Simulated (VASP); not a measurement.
## GW-BSE spectrum of BAs

Wanted: the lowest vertical excitons of BAs and its absorption. The cell is of the zinc-blende type, one of the forms listed for this formula. The start is a cell from a database of measured crystal structures.

Calculated with VASP 6.6.1; BSE on G0W0 on PBE; plane waves and PAW (B_GW, As_GW), in the first sound run; inputs show where later runs differ.

This is a report of a sequence of runs, with most program output left out.

## Step 1: Set-up

Symmetry: F-43m, No. 216, cubic system. The conventional cell has a = 4.777 Å, b = 4.777 Å, c = 4.777 Å, α = 90.00°, β = 90.00°, γ = 90.00°. Nearest to B lie 4 As at 2.07 Å. Nearest to As lie 4 B at 2.07 Å. Farther neighbours are not listed.

## Step 2: BSE, Tamm-Dancoff

The Bethe-Salpeter equation adds the screened attraction of electron and hole to the quasiparticle pairs; ANTIRES = 0 leaves out the coupling to antiresonant pairs.

Input file INCAR:

```
SYSTEM = BAs
PREC = Accurate
ENCUT = 340
ISMEAR = 0
SIGMA = 0.01
LREAL = .FALSE.
GGA = PE
NBANDS = 64
ALGO = BSE
NBANDSO = 4
NBANDSV = 4
OMEGAMAX = 25
NEDOS = 1000
CSHIFT = 0.1
PRECFOCK = Fast
LWAVE = .FALSE.
LCHARG = .FALSE.
ENCUTGW = 100
ANTIRES = 0
```

Input file POSCAR:

```
BAs
1.0
    0.0000000000      2.3885000000      2.3885000000
    2.3885000000      0.0000000000      2.3885000000
    2.3885000000      2.3885000000      0.0000000000
B As
1 1
Direct
    0.0000000000      0.0000000000      0.0000000000
    0.2500000000      0.2500000000      0.2500000000
```

Input file KPOINTS:

```
Automatic mesh
0
Gamma
8 8 8
0 0 0
```

Potentials, in the order of the species: B_GW and As_GW (PBE family, release 64).

On the command line:

```bash
$ mpirun -np 8 vasp_std
```

Wall time 3.4 min (8 MPI ranks of AMD EPYC 7R43, shared host); peak memory 5 GiB; 27 min of CPU time.

Numbers from this step:

```
lowest excitation                     : 3.851 eV
direct gap less the lowest excitation : 0.1843 eV
```

The imaginary dielectric function, xx has structure finer than the step of the table below, so its rows give means over 1 eV, whole bins alone (the curve runs from 0 to 25 eV). Peaks (eV: height): 4.8: 41.1, 5.9: 43.1, 7.1: 11.3, 8.1: 10.9.

From 4 filled and 4 empty bands alone, without any pair above OMEGAMAX = 25 eV, so strength is missing wherever others contribute; lines are broadened by CSHIFT, which also makes the tail under the first line. Imaginary dielectric function, xx against photon energy; means over each step:

```csv
photon energy (eV),"imaginary dielectric function, xx"
1,0.0695
2,0.185
3,0.575
4,8.21
5,24.7
6,24.1
7,7.28
8,8.29
9,3.46
10,1.28
11,0.969
12,1.15
13,0.707
14,0.420
15,0.319
16,0.281
17,0.138
18,0.187
19,0.159
20,0.131
21,0.0854
22,0.0760
23,0.0285
24,0.00863
```

Some of the lowest 40 states alone, with states under 2.5 meV apart joined, scaled to the strongest line shown. Lines of the exciton spectrum (strongest = 100):

```csv
position (eV),lines merged,oscillator strength
3.852,6,46
3.857,2,0.0
3.861,1,0.0
4.298,6,100
4.307,6,0.1
4.456,3,84
4.459,5,0.0
4.468,8,5.2
```

The lowest excitation lies at 3.851 eV, -184 meV against the direct gap of these orbitals. No second mesh in this session tests these energies, peaks and heights.

## Step 3: Without the electron-hole attraction

This step: BSE on G0W0 on PBE, without the electron-hole attraction; plane waves and PAW (B_GW, As_GW) (VASP 6.6.1).

LADDER = .FALSE. removes the attraction and keeps the local fields, which shows what the attraction does.

Changes to INCAR since step 2:

```diff
@@ -19 +19,2 @@
 ANTIRES = 0
+LADDER = .FALSE.
```

POSCAR is that of step 2.

KPOINTS is that of step 2.

On the command line:

```bash
$ mpirun -np 8 vasp_std
```

The job ended after 2.4 min (8 MPI ranks; peak memory 4.7 GiB; 19 min of CPU time).

Numbers from this step:

```yaml
lowest_excitation: 4.037 eV
```

The imaginary dielectric function, xx has structure finer than the step of the table below, so its rows give means over 1 eV, whole bins alone (the curve runs from 0 to 25 eV). Peaks (eV: height): 5.3: 19.3, 6.3: 52.7, 7.4: 13.9, 8.7: 18.1.

From 4 filled and 4 empty bands alone, without any pair above OMEGAMAX = 25 eV, so strength is missing wherever others contribute; lines are broadened by CSHIFT, which also makes the tail under the first line. Imaginary dielectric function, xx against photon energy; means over each step:

photon energy (eV), imaginary dielectric function, xx and a bar:
```
        1        0.0 
        2        0.1 
        3        0.3 
        4        2.3 ###
        5       11.9 ##############
        6       24.7 ##############################
        7       10.0 ############
        8        9.6 ############
        9       11.6 ##############
       10        3.3 ####
       11        1.8 ##
       12        2.0 ##
       13        1.4 ##
       14        1.2 #
       15        0.8 #
       16        0.6 #
       17        0.2 
       18        0.3 
       19        0.2 
       20        0.1 
       21        0.2 
       22        0.1 
       23        0.2 
       24        0.0
```

The lowest excitation lies at 4.037 eV, +185 meV against the Tamm-Dancoff singlet. No second mesh in this session tests these energies, peaks and heights.

## Step 4: Independent quasiparticles

This step: BSE on G0W0 on PBE, independent quasiparticles; plane waves and PAW (B_GW, As_GW) (VASP 6.6.1).

With LADDER and LHARTREE off the pairs don't interact at all, so the lowest line must equal the direct gap.

Changes to INCAR since step 3:

```diff
@@ -20 +20,2 @@
 LADDER = .FALSE.
+LHARTREE = .FALSE.
```

POSCAR is that of step 3.

KPOINTS is that of step 3.

On the command line:

```bash
$ mpirun -np 8 vasp_std
```

Elapsed: 1.8 min, on 8 MPI ranks; peak memory 4.6 GiB; 14 min of CPU time.

This step gave:

* lowest excitation: 4.036 eV

The imaginary dielectric function, xx has structure finer than the step of the table below, so its rows give means over 1 eV, whole bins alone (the curve runs from 0 to 25 eV). Peaks (eV: height): 5.3: 22.6, 6.3: 54.8, 7.4: 14.9, 8.6: 16.4.

From 4 filled and 4 empty bands alone, without any pair above OMEGAMAX = 25 eV, so strength is missing wherever others contribute; lines are broadened by CSHIFT, which also makes the tail under the first line. Table of imaginary dielectric function, xx by photon energy; means over each step:

photon energy (eV), imaginary dielectric function, xx and a bar:
```
        1        0.0 
        2        0.1 
        3        0.3 
        4        2.7 ###
        5       14.1 ###############
        6       27.9 ##############################
        7       10.1 ###########
        8       10.6 ###########
        9        9.0 ##########
       10        2.2 ##
       11        1.3 #
       12        1.6 ##
       13        1.0 #
       14        0.7 #
       15        0.5 #
       16        0.4 
       17        0.1 
       18        0.2 
       19        0.1 
       20        0.1 
       21        0.0 
       22        0.0 
       23        0.0 
       24        0.0
```

The lowest excitation lies at 4.036 eV, +184 meV against the Tamm-Dancoff singlet. No second mesh in this session tests these energies, peaks and heights.

## Step 5: Summary

This step: BSE on G0W0 on PBE; plane waves and PAW (VASP 6.6.1).

No new run; the numbers come from the runs before.

Numbers from this step:

- smallest direct quasiparticle gap on the mesh: 4.036 eV

Cost is wall time times ranks on a shared host, for this step alone, without the steps before it. Excitations by level:

```csv
level,first excitation (eV),cost (core minutes)
"BSE, Tamm-Dancoff",3.851,27.2
without the electron-hole attraction,4.037,18.93
independent quasiparticles,4.036,14.27
```

## Step 6: Outcome

- BSE, Tamm-Dancoff: lowest vertical excitation 3.851 eV; direct gap 4.036 eV
- without the electron-hole attraction: lowest vertical excitation 4.037 eV; direct gap 4.036 eV
- independent quasiparticles: lowest vertical excitation 4.036 eV; direct gap 4.036 eV

The Bethe-Salpeter equation puts the lowest vertical singlet excitation at 3.851 eV, 0.18 eV below the direct gap of 4.036 eV; the states within 10 meV of it carry 46 % of the strength of the strongest such group among the lowest 40 states. The attraction moves the centre of weight of eps2 xx over the computed range by -1.27 eV against the run without the attraction. The spectra were run on one mesh, so the distance from the gap isn't shown to be converged; coarse meshes tend to overstate it. Only the bands set by NBANDSO and NBANDSV form pairs, and any pair above OMEGAMAX = 25 eV is dropped, so the spectrum is that of this window; the window can cut degenerate bands. Spin-orbit coupling is left out; with As in the cell it can split or shift band edges, by an amount that depends on which atoms form them and isn't tested here. Not tabulated here, as repeats of values shown or as unfit to read for their mesh, reference level or band range: eps1 curves and static values (BSE, independent quasiparticles, without the electron-hole attraction); line lists of runs without attraction (independent quasiparticles, without the electron-hole attraction).

[Lines on the potential files, build, host, timing and source positions are cut from VASP's logs without a mark.]

[Logs are printed without paths, hosts, clocks, repeated set-up lines and the standing remarks that a program may print on its own settings, such as how far it seeks lower states.]

[Hosts, paths, dates, database ids (printed as entryN), source tags and the programs' standing remarks are cut or masked in the printed files.]

[Pressures printed for these runs are not shown converged in the cutoff: they can be off by several GPa and have the wrong sign.]
